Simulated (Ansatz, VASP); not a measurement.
Given: the input of a run of Ansatz 0.2.0 on ScSi2.

The input input.yaml:

```yaml
crystal:
  lattice:
    - [3.66, 0.0, 0.0]
    - [-1.83, 3.1696529779, 0.0]
    - [0.0, 0.0, 3.87]
  atoms:
    - { symbol: Sc, position: [0.0, 0.0, 0.0] }
    - { symbol: Si, position: [0.6666666667, 0.3333333333, 0.5] }
    - { symbol: Si, position: [0.3333333333, 0.6666666667, 0.5] }
kpoints:
  mp_grid: { grid: [8, 8, 7] }
scf:
  occupations: { method: fermi_dirac, width: 0.05 }
hamiltonian:
  xc: pbe
  pseudopotentials: { kind: all_electron, lapw: { basis_error: 0.001 } }
output:
  forces: true
  stress: true
  eigenvalues: true
```

Potentials or basis: all-electron LAPW, scalar-relativistic.

Command:

```bash
$ ansatz run input.yaml --threads 2 --pin off --max-ram 5120MiB --backend cpu --events-out ev --progress --plain --runs-dir out
```

Question: Set up the same calculation for VASP 6.6.1. Potentials there: VASP PAW PBE potentials, release 64 (Sc_sv, Si).

Answer: As run (the cutoff follows the program's own potentials):

Contents of INCAR:

```
SYSTEM = ScSi2
  ALGO = Normal
  EDIFF = 1E-6
  ENCUT = 520
  GGA = PE
  ISIF = 2
  ISMEAR = -1
  LASPH = .True.
  LCHARG = .False.
  LREAL = .False.
  LWAVE = .False.
  NBANDS = 16
  NELM = 80
  PREC = Accurate
  SIGMA = 0.05
```

KPOINTS

```
k-points
0
Gamma
  8 8 7
  0 0 0
```

File POSCAR:

```
ScSi2
1.0
    3.6600000000      0.0000000000      0.0000000000
   -1.8300000000      3.1696529779      0.0000000000
    0.0000000000      0.0000000000      3.8700000000
Sc Si
1 2
Direct
    0.0000000000      0.0000000000      0.0000000000
    0.6666666667      0.3333333333      0.5000000000
    0.3333333333      0.6666666667      0.5000000000
```

Potentials or basis: VASP PAW PBE potentials, release 64 (Sc_sv, Si).

The run is started by

```bash
$ cat potpaw_PBE.64/Sc_sv/POTCAR potpaw_PBE.64/Si/POTCAR > POTCAR
$ mpirun -np 1 vasp_std > vasp.out
```

Both were run:

|  | VASP | Ansatz | Ansatz less VASP |
| --- | --- | --- | --- |
| gap on the k mesh at the Fermi level (eV) | none | none | - |
| pressure (GPa) | 25.2 | 25.0 | -0.11 |
| largest component of the traceless stress (GPa) | 24.03 | 24.15 | +0.112 |

A gap of «none» marks a metal or a gap that the smearing closes. Ansatz ran all-electron here, so the differences hold the error of VASP's frozen core and of both bases.

Caveats: so large a pressure means that the cell lies far from this level's equilibrium, or that cutoff or potentials fall short (VASP).
